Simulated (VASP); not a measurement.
Wanted: the native input for a VASP 6.6.1 run.

| Item | Value |
| --- | --- |
| Task | single point |
| Functional | PBE |
| Potentials or basis | VASP PAW PBE potentials, release 64 (Cd, Se) |
| Cutoff | 520 eV |
| k mesh | 6 × 6 × 4 |
| Occupations | gaussian, width 0.1 eV |
| Spin | no spin polarisation |
| Dipole correction | no |
| Further INCAR settings | ALGO = Fast; EDIFF = 1e-06; NBANDS = 26 |

The structure of CdSe (Cadmoselite) lies in POSCAR:

```
CdSe
1.0
    4.3000000000      0.0000000000      0.0000000000
   -2.1500000000      3.7239092363      0.0000000000
    0.0000000000      0.0000000000      7.0200000000
Cd Se
2 2
Direct
    0.3333333333      0.6666666667      0.0000000000
    0.6666666667      0.3333333333      0.5000000000
    0.3333333333      0.6666666667      0.3850000000
    0.6666666667      0.3333333333      0.8850000000
```

One way to write it, as run:

INCAR

```
PREC     = Accurate       # precision mode
ENCUT    = 520            # plane-wave cutoff, eV
EDIFF    = 1E-6           # SCF threshold, eV
ISMEAR   = 0              # smearing method
SIGMA    = 0.1            # smearing width, eV
LREAL    = F              # projectors in reciprocal space
LASPH    = T              # aspherical terms in the spheres
NELM     = 100            # most SCF steps
ALGO     = Fast           # electronic algorithm
ISIF     = 2              # what is computed and relaxed
LWAVE    = F              # write WAVECAR
LCHARG   = F              # write CHGCAR
GGA      = PE             # functional
NBANDS   = 26             # bands
```

KPOINTS

```
Automatic mesh
0
Gamma
  6 6 4
```

Potentials or basis: VASP PAW PBE potentials, release 64 (Cd, Se).

The run is started by

```console
$ cat potpaw_PBE.64/Cd/POTCAR potpaw_PBE.64/Se/POTCAR > POTCAR
$ mpirun -np 1 vasp_std > vasp.out
```

It gave:

| Quantity | Value |
| --- | --- |
| Pressure | 3.4 GPa |
| Largest force | 0.292 eV/Å |
| Band gap on the k mesh | 0.70 eV, direct |

It took 43 s on 1 thread of Intel(R) Xeon(R) Platinum 8488C (Sapphire Rapids), on a shared host, peak memory 0.24 GiB.
